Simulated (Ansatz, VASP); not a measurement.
## Ti9Al44O84 (glassy 29TiO2-71Al2O3 (mol %)) in two plane-wave programs

Wanted: the spread between two codes on one cell, functional and k mesh. The cell is taken from a series of runs on this material, whose earlier steps may have relaxed, scaled, displaced or heated it; both programs get it as it stands.

Calculated with Ansatz 0.2.0; plane waves, with VASP 6.6.1 beside it; single point at PBE.

## 1. The structure

The cell holds 137 atoms: 9 Ti, 44 Al and 84 O. Cell: a = 11.331 Å, b = 11.331 Å, c = 11.331 Å, α = 90.0°, β = 90.0°, γ = 90.0°. As first built, before any earlier steps moved the atoms (in the runner's words): 137 atoms (9 Ti, 44 Al, 84 O) placed at random at 3.12 g/cm^3, melted at 4000 K for 10 ps at fixed volume with the Morse and Coulomb pair potential with partial charges (Pedone, Malavasi, Menziani, Cormack and Segre, J. Phys. Chem. B 110, 11780 (2006)). Quenched from 4000 K to 300 K at 100 K/ps and fixed volume, held 10 ps at zero pressure.

## 2. VASP: single point, PBE

With cell and atoms fixed, the geometry can't cause a difference; cores, projectors, grids and the points listed under the comparison can.

Lines of VASP's logs that name or quote its potential files are left out, and so is its time.

Input file INCAR:

```
SYSTEM = Ti9Al44O84
PREC = Accurate
ENCUT = 520
EDIFF = 1E-06
NELM = 120
ISMEAR = 0
SIGMA = 0.01
LREAL = Auto
ALGO = Normal
GGA = PE
NBANDS = 467
LASPH = .TRUE.
LORBIT = 11
LWAVE = .FALSE.
LCHARG = .FALSE.
ISIF = 2
GGA_COMPAT = .FALSE.
EFERMI = MIDGAP
```

Input file POSCAR:

```
Ti9Al44O84
1.0
   11.3306200000      0.0000000000      0.0000000000
    0.0000000000     11.3306200000      0.0000000000
    0.0000000000      0.0000000000     11.3306200000
Ti Al O
9 44 84
Direct
    0.1710700000      0.9291500000      0.4301700000
    0.8277500000      0.6639800000      0.0398300000
    0.3731200000      0.6302800000      0.1992400000
    0.2263100000      0.9619100000      0.0932800000
    0.1265500000      0.8974000000      0.8446500000
    0.9439000000      0.0388100000      0.6369600000
    0.5606100000      0.2816200000      0.8862700000
    0.8926900000      0.5992200000      0.3335900000
    0.0192200000      0.6349400000      0.8638700000
    0.5690600000      0.5675700000      0.4352100000
    0.2866500000      0.3354300000      0.4264200000
    0.7037300000      0.9185200000      0.0632000000
    0.4903000000      0.1195200000      0.5114200000
    0.2062700000      0.1399800000      0.6140300000
    0.9198200000      0.0137100000      0.0470700000
    0.1090700000      0.1134800000      0.2705000000
    0.3626700000      0.0488300000      0.8519200000
    0.6881400000      0.7384200000      0.2930100000
    0.1764500000      0.4629100000      0.0439400000
    0.9380300000      0.3258800000      0.2276000000
    0.7976200000      0.1637000000      0.4046500000
    0.5654100000      0.3040900000      0.3449000000
    0.8939700000      0.9135700000      0.3160200000
    0.0851300000      0.2291500000      0.0659800000
    0.3769400000      0.1003900000      0.2913600000
    0.7163700000      0.2561500000      0.1449500000
    0.3153500000      0.5734500000      0.5436800000
    0.4712000000      0.8581000000      0.1485300000
    0.1104000000      0.6922000000      0.1459100000
    0.5117300000      0.1087500000      0.0707300000
[... 101 atom lines left out ...]
    0.3790500000      0.5680300000      0.8979800000
    0.8135600000      0.0711700000      0.7213400000
    0.7790000000      0.0157300000      0.3495900000
    0.4261500000      0.2422900000      0.4002600000
    0.6293700000      0.8275700000      0.4175500000
    0.6156800000      0.2386800000      0.0246500000
```

Input file KPOINTS:

```
Automatic mesh
0
Gamma
1 1 1
0 0 0
```

PAW data sets: Ti_sv, Al and O (PBE family, release 64).

The run is started by

```bash
> export OMP_NUM_THREADS=3
> mpirun -np 1 vasp_gam
```

Numbers of over 12 decimals in the logs are rounded to 6 here.

The log of the run:

```text
[banner, memory and clock lines left out]
running    1 mpi-ranks, on    1 nodes
[...]
Offloading initialized ...    1 GPUs detected
[...]
LDA part: xc-table for (Slater+PW92), standard interpolation
 POSCAR, INCAR and KPOINTS ok, starting setup
[...]
entering main loop
       N       E                     dE             d eps       ncg     rms          rms(c)
DAV:   1     0.918789333879E+04    0.91879E+04   -0.42609E+05   934   0.170E+03
DAV:   2     0.159949787477E+03   -0.90279E+04   -0.84746E+04  1070   0.460E+02
DAV:   3    -0.113827981852E+04   -0.12982E+04   -0.12751E+04  1049   0.187E+02
DAV:   4    -0.122505908988E+04   -0.86779E+02   -0.86336E+02  1300   0.490E+01
[...]
DAV:  18    -0.103183339646E+04   -0.43728E-05   -0.34426E-05  1244   0.174E-02    0.101E-02
DAV:  19    -0.103183339774E+04   -0.12790E-05   -0.16612E-05  1284   0.105E-02    0.641E-03
DAV:  20    -0.103183339756E+04    0.17722E-06   -0.24109E-06   748   0.395E-03
   1 F= -.10318334E+04 E0= -.10318334E+04  d E =0.000000E+00
```

OUTCAR, selected parts (step 2):

```text
  Total       87.1476700    101.3907498    111.7593630     -9.1719277     10.8933631     -4.5442834
  in kB       95.9854353    111.6729253    123.0930339    -10.1020655     11.9980741     -5.0051255
  external PRESSURE =     110.2504648 kB  Pullay stress =       0.0000000 kB

 POSITION                                       TOTAL-FORCE (eV/Angst)
 -----------------------------------------------------------------------------------
      1.93833     10.52785      4.87409         0.200778      1.143588     -0.733468
      9.37892      7.52331      0.45130        -0.792824      1.061325      0.202171
      4.22768      7.14146      2.25751        -0.110629     -0.746992      1.208975
[...]
5.11974      7.24899      5.49467        -2.176962      1.497496      0.673371
      6.27104     10.97280      0.17494         0.186601     -1.230515     -0.163949
      2.44016      4.37407      8.83256        -1.706445     -1.637681     -0.087352
      5.08983     11.12168      8.53286         0.907765     -0.078754     -0.346900
      2.55823      6.69730      1.20478         0.311305      1.175411      0.856155
      7.23030      4.18621      2.55381        -0.361415      0.058751     -0.602161
      0.46988      2.70349      3.70398        -0.471630      1.195119      0.876434
      9.31898      3.89093      0.73082         0.436617     -0.809113      1.423464
      3.47476      6.84256      7.82436        -0.209957     -0.531727      0.789615
      0.48370     11.01393      3.46751        -0.549161      0.195121      0.573019
[...]
-----------------------------------------------------------------------------------
    total drift:                               -0.038137     -0.018743     -0.007620

  FREE ENERGIE OF THE ION-ELECTRON SYSTEM (eV)
  ---------------------------------------------------
  free  energy   TOTEN  =     -1031.8333975622 eV

  energy  without entropy=    -1031.8333975622  energy(sigma->0) =    -1031.83339756

[... 3 further parts left out ...]
[key lines of the parts left out:]
E-fermi :   5.6310
```

The run ends at a pressure of 11.03 GPa, with forces up to 4.5 eV/Å.

## 3. Ansatz: single point, PBE

Ansatz runs on its default PAW (the set named soft_2) files.

The same cell, functional and mesh now go to Ansatz, which takes its cutoff from its data sets.

Input file input.yaml:

```yaml
crystal:
  lattice:
    - [11.33062, 0.0, 0.0]
    - [0.0, 11.33062, 0.0]
    - [0.0, 0.0, 11.33062]
  atoms:
    - { symbol: Ti, position: [0.17107, 0.92915, 0.43017] }
    - { symbol: Ti, position: [0.82775, 0.66398, 0.03983] }
    - { symbol: Ti, position: [0.37312, 0.63028, 0.19924] }
    - { symbol: Ti, position: [0.22631, 0.96191, 0.09328] }
    - { symbol: Ti, position: [0.12655, 0.8974, 0.84465] }
    - { symbol: Ti, position: [0.9439, 0.03881, 0.63696] }
    - { symbol: Ti, position: [0.56061, 0.28162, 0.88627] }
    - { symbol: Ti, position: [0.89269, 0.59922, 0.33359] }
    - { symbol: Ti, position: [0.01922, 0.63494, 0.86387] }
    - { symbol: Al, position: [0.56906, 0.56757, 0.43521] }
    - { symbol: Al, position: [0.28665, 0.33543, 0.42642] }
    - { symbol: Al, position: [0.70373, 0.91852, 0.0632] }
    - { symbol: Al, position: [0.4903, 0.11952, 0.51142] }
    - { symbol: Al, position: [0.20627, 0.13998, 0.61403] }
    - { symbol: Al, position: [0.91982, 0.01371, 0.04707] }
    - { symbol: Al, position: [0.10907, 0.11348, 0.2705] }
    - { symbol: Al, position: [0.36267, 0.04883, 0.85192] }
    - { symbol: Al, position: [0.68814, 0.73842, 0.29301] }
    - { symbol: Al, position: [0.17645, 0.46291, 0.04394] }
    - { symbol: Al, position: [0.93803, 0.32588, 0.2276] }
    - { symbol: Al, position: [0.79762, 0.1637, 0.40465] }
    - { symbol: Al, position: [0.56541, 0.30409, 0.3449] }
    - { symbol: Al, position: [0.89397, 0.91357, 0.31602] }
    - { symbol: Al, position: [0.08513, 0.22915, 0.06598] }
    - { symbol: Al, position: [0.37694, 0.10039, 0.29136] }
    - { symbol: Al, position: [0.71637, 0.25615, 0.14495] }
    - { symbol: Al, position: [0.31535, 0.57345, 0.54368] }
    - { symbol: Al, position: [0.4712, 0.8581, 0.14853] }
    - { symbol: Al, position: [0.1104, 0.6922, 0.14591] }
    - { symbol: Al, position: [0.51173, 0.10875, 0.07073] }
[... 101 atom lines left out ...]
    - { symbol: O, position: [0.37905, 0.56803, 0.89798] }
    - { symbol: O, position: [0.81356, 0.07117, 0.72134] }
    - { symbol: O, position: [0.779, 0.01573, 0.34959] }
    - { symbol: O, position: [0.42615, 0.24229, 0.40026] }
    - { symbol: O, position: [0.62937, 0.82757, 0.41755] }
    - { symbol: O, position: [0.61568, 0.23868, 0.02465] }
kpoints:
  mp_grid: { grid: [1, 1, 1] }
hamiltonian:
  xc: pbe
scf:
  occupations: { method: fixed }
output:
  forces: true
```

The run is started by

```bash
> ansatz run input.yaml --threads 4 --pin off --max-ram 8192MiB --backend cpu --events-out ev --progress --plain --runs-dir out
```

The log of the run:

```text
Engine: ansatz 0.2.0, aarch64-unknown-linux-gnu
Pseudopotentials: kind: paw
Pseudopotential: Ti, paw, valence charge 12, recommended cutoff 420 eV (normal), Ti.paw.azcp
Pseudopotential: Al, paw, valence charge 3, recommended cutoff 420 eV (normal), Al.paw.azcp
Pseudopotential: O, paw, valence charge 6, recommended cutoff 420 eV (normal), O.paw.azcp
Functional definition: PBE
  parameter kappa = 0.804
  parameter beta = 0.066725
  exchange = pbe_x(kappa = kappa, mu = beta*pi^2/3)
  correlation = pbe_c(beta = beta)
Crystal: 137 atoms, lattice volume = 1454.658 Å³
Basis set: ecut = 420 eV, 28425 PW (Γ), exchange–correlation on 160×160×160 points (8 copies of the dense FFT grid, shifted against one another)
Bands: 509, of which v1, the nominal top of the filled ones, is band 372 counted from 1 (371 counted from 0)
Symmetry: 1 space group operations
Space group: P1 (ITA 1), of the structure as read, at distance tolerance 1.1e-4 Å
k-points: 1
Non-local potential: Ti, projectors of the file, l = 0: 3, l = 1: 2, l = 2: 3, l = 3: 1
Non-local potential: Al, projectors of the file, l = 0: 2, l = 1: 2, l = 2: 1
Non-local potential: O, projectors of the file, l = 0: 2, l = 1: 2, l = 2: 1
PAW form: soft (Blöchl's): semilocal exchange-correlation on the pseudo side does not see the compensation charge
PAW one-centre angular grid: Ti, 590 points (default); XC on 64 Gauss nodes
PAW one-centre angular grid: Al, 110 points (default); XC on 64 Gauss nodes
PAW one-centre angular grid: O, 110 points (default); XC on 64 Gauss nodes
Initial density: superposition of atomic densities (neutral atoms: chi_scale 0, normalization atom), corrected by the library's trained network
Initial wavefunctions: pseudopotential atomic-orbital guess
Functional: x = pbe(κ = 0.804, μ = 0.219515), c = pbe(β = 0.066725)
SCF iter   1: F=—  HF=-93981.294707 eV  |F-HF|=—  |Δ(HF+E_count)|=         —  Δρ=3.83e-3  dr2=2.31e-1  ethr=1.77e-3  ⟨swp⟩=5.0  Hψ=1585  notcnv=0  defer=132
preconditioner: auto → Resta (q_TF=auto, 2.440 Å⁻¹)  ε∞=4.3  [insulator: Δε(μ)=2.472 eV  Ē_g=13.989 eV  n_scr=364 (ndim 8)  ℏωp=25.2 eV  f_vac=0.033  ε∞_Penn≈4.3]
SCF iter   2: F=—  HF=-93981.265446 eV  |F-HF|=—  |Δ(HF+E_count)|=   2.93e-2  Δρ=2.02e-3  dr2=4.88e-2  ethr=3.10e-5  ⟨swp⟩=3.0  Hψ=883  notcnv=0  defer=135
SCF iter   3: F=—  HF=-93981.266146 eV  |F-HF|=—  |Δ(HF+E_count)|=   7.00e-4  Δρ=1.04e-3  dr2=2.04e-2  ethr=6.55e-6  ⟨swp⟩=3.0  Hψ=751  notcnv=0  defer=114
automatic band count: iteration 3 solves 488 bands in place of 509: the levels show a gap, and the empty bands left out lie too high to hold charge; the band table lists the bands solved (type scf.n_extra_bands for more)
SCF iter   4: F=—  HF=-93981.265951 eV  |F-HF|=—  |Δ(HF+E_count)|=   1.95e-4  Δρ=6.01e-4  dr2=6.79e-3  ethr=2.74e-6  ⟨swp⟩=3.0  Hψ=736  notcnv=0  defer=114
SCF iter   5: F=—  HF=-93981.264996 eV  |F-HF|=—  |Δ(HF+E_count)|=   9.55e-4  Δρ=1.99e-4  dr2=5.88e-4  ethr=9.13e-7  ⟨swp⟩=2.0  Hψ=741  notcnv=0  defer=114
SCF iter   6: F=—  HF=-93981.265060 eV  |F-HF|=—  |Δ(HF+E_count)|=   6.42e-5  Δρ=9.88e-5  dr2=1.48e-4  ethr=7.90e-8  ⟨swp⟩=2.0  Hψ=749  notcnv=0  defer=112
SCF iter   7: F=—  HF=-93981.265098 eV  |F-HF|=—  |Δ(HF+E_count)|=   3.79e-5  Δρ=4.78e-5  dr2=3.73e-5  ethr=2.00e-8  ⟨swp⟩=2.0  Hψ=748  notcnv=0  defer=112
SCF iter   8: F=—  HF=-93981.263027 eV  |F-HF|=—  |Δ(HF+E_count)|=   2.07e-3  Δρ=1.98e-5  dr2=6.06e-6  ethr=5.02e-9  ⟨swp⟩=2.0  Hψ=857  notcnv=0  defer=113
SCF iter   9: F=—  HF=-93981.263031 eV  |F-HF|=—  |Δ(HF+E_count)|=   3.19e-6  Δρ=1.00e-5  dr2=1.60e-6  ethr=8.14e-10  ⟨swp⟩=2.0  Hψ=748  notcnv=0  defer=113
SCF iter  10: F=—  HF=-93981.263031 eV  |F-HF|=—  |Δ(HF+E_count)|=   8.93e-7  Δρ=5.38e-6  dr2=4.82e-7  ethr=2.16e-10  ⟨swp⟩=2.0  Hψ=739  notcnv=0  defer=113
SCF iter  11: F=-93981.263032 eV  HF=-93981.263032 eV  |F-HF|=2.06e-8  |Δ(HF+E_count)|=   1.80e-7  Δρ=2.08e-6  dr2=6.58e-8  ethr=1.34e-11  ⟨swp⟩=2.0  Hψ=1601  notcnv=0
SCF 1 converged in 11 iterations: F = -93981.263032 eV  dr2 = 6.58e-8
  greatest PAW one-centre occupation: 0.999 electrons in one spin orbital (limit 2), on the Ti atom at site 5 (counted from 0), in its partial waves of l = 0
SCF converged after 11 iterations
Free energy (F): -93981.263032 eV
Harris-Foulkes:  -93981.263032 eV  (|F-HF|=2.06e-8)
Internal energy: -93981.263032 eV  (E = F + TS)
E sigma→0 (E₀):  -93981.263032 eV
Fermi energy:    6.396741 eV
--- Per-component energies (eV) ---
  E_band       = -2684.905739
  E_kinetic    = 18598.381768
  E_local      = -46699.304892  (includes V_loc(G=0)·N_el)
  E_nonlocal   = 4504.018575
  E_hartree    = 18040.114887
  E_xc         = -8936.210990
  E_vxc        = -10428.203739  (∫ρ·V_xc dr)
  E_paw        = -43316.920227  (= ΣΔE_a)
  E_vpaw       = -4740.236829  (= ΣTr[D̂ρ^β])
  E_aug_tail   = 0.212591  (compensation charges beyond the density's cutoff)
  E_ewald      = -36171.554744
  E_smearing   = -0.000000  (= −TS)
  E_closure    = 0.000000  (closes the sum)
  Σ components = -93981.263032   (vs F -93981.263032, Δ=0.00e0)
--- Forces (eV/Å), atoms counted from 1 ---
  atom   1  Ti     0.17808031     1.08728911    -0.66933646
  atom   2  Ti    -0.74624103     1.03316120     0.18612340
  atom   3  Ti    -0.12411299    -0.73305485     1.22604306
  atom   4  Ti    -1.32573308    -0.15134340    -1.37856645
  atom   5  Ti     0.54969850    -0.85882422     0.43153260
  atom   6  Ti     0.26992998    -0.03028426    -3.03758159
  atom   7  Ti     1.41276417    -0.05427802    -0.56056599
  atom   8  Ti    -1.55769376     0.03539913    -1.36020158
  atom   9  Ti     0.09553099     0.07630458     2.19553479
  atom  10  Al     3.11931300     1.15607941    -1.71099133
  atom  11  Al     1.73536504    -1.02746473    -1.11373227
  atom  12  Al    -0.70482205     1.47654690     2.91433424
  atom  13  Al     0.47577345    -0.04830197    -1.49708002
  atom  14  Al     0.28808722    -0.06280654     1.40289246
  atom  15  Al     2.51356393    -1.06789068     2.78866347
  atom  16  Al    -2.09114960    -0.71228887     0.10530153
  atom  17  Al    -0.14814252    -0.21190162     0.39330518
  atom  18  Al     0.81098172     0.43651673     0.09529773
  atom  19  Al    -0.62961846    -1.79837724     1.28918287
  atom  20  Al     0.88745512    -2.13795773    -1.40101968
  atom  21  Al    -0.56135086    -0.41490723    -1.29272796
  atom  22  Al    -0.00938835    -0.20483380     1.34239986
  atom  23  Al     0.83946360     1.53499101    -1.32145003
  atom  24  Al     0.51904975    -3.76987876    -1.70003286
[...]
atom 130  O     -1.22783985    -0.69070043    -0.36833919
  atom 131  O      1.50537470     0.62216790    -0.51617795
  atom 132  O     -0.04289828     1.62392237     0.68999719
  atom 133  O     -0.61550047     1.27684684     0.19160547
  atom 134  O      0.36363686    -0.31697290     1.73846862
  atom 135  O     -0.88252659    -1.37825730     0.25586230
  atom 136  O     -1.53806186     0.42379188    -0.25143054
  atom 137  O     -0.52938456    -0.36018781     1.04266931
  max |Σ_I F_I| component: 1.70e-4 eV/Å
```

Reading the cycles: dr2 is the Hartree energy of the density residual (eV), the measure of convergence; HF is the Harris–Foulkes estimate of the energy, which meets the free energy F at convergence.

## 4. Differences

Known differences besides the potentials themselves: fixed occupations in Ansatz, narrow Gaussian smearing in VASP; the cutoff is 420 eV in Ansatz and 520 eV in VASP (PREC = Accurate, projectors in real space). Total energies have different zeros and are not compared.

Both answers:

```csv
quantity,Ansatz,VASP,difference
gap on the k mesh (eV),2.220,2.195,+0.025
```

Forces on 9 of the 137 atoms, those with the largest forces and the largest differences (eV/Å; atoms numbered as in POSCAR):

```csv
atom,"Ansatz x, y, z","VASP x, y, z"
Ti6,"0.270, -0.030, -3.038","0.314, 0.028, -3.108"
Ti8,"-1.558, 0.035, -1.360","-1.593, 0.131, -1.373"
Al10,"3.119, 1.156, -1.711","3.171, 1.195, -1.730"
Al12,"-0.705, 1.477, 2.914","-0.705, 1.501, 2.929"
Al15,"2.514, -1.068, 2.789","2.515, -1.076, 2.801"
Al24,"0.519, -3.770, -1.700","0.554, -3.843, -1.723"
Al27,"3.248, 0.001, -0.557","3.275, 0.000, -0.575"
O103,"-0.788, 3.939, 1.838","-0.797, 4.030, 1.874"
O137,"-0.529, -0.360, 1.043","-0.491, -0.393, 1.127"
```

The forces differ by 26 meV/Å r.m.s., which is 2.4 % of the r.m.s. force of 1.069 eV/Å (both taken over all components). A gap on the mesh is an upper bound, since the band edges may lie between its points.

## 5. Summary of results

| Property | Result |
| --- | --- |
| r.m.s. force difference (single point, PBE) | 2.4 % of the r.m.s. force |

In words: The r.m.s. force difference is 2.4 % of the r.m.s. force (single point, PBE), within the 3 % picked in this series as the mark of a large difference. How closely two codes agree says nothing of how well the functional describes the real material.

[Lines on the potential files, build, host, timing and source positions are cut from VASP's logs without a mark.]

[Logs are printed without paths, hosts, clocks, repeated set-up lines and the standing remarks that a program may print on its own settings, such as how far it seeks lower states.]

[Hosts, paths, dates, database ids (printed as entryN), source tags and the programs' standing remarks are cut or masked in the printed files.]
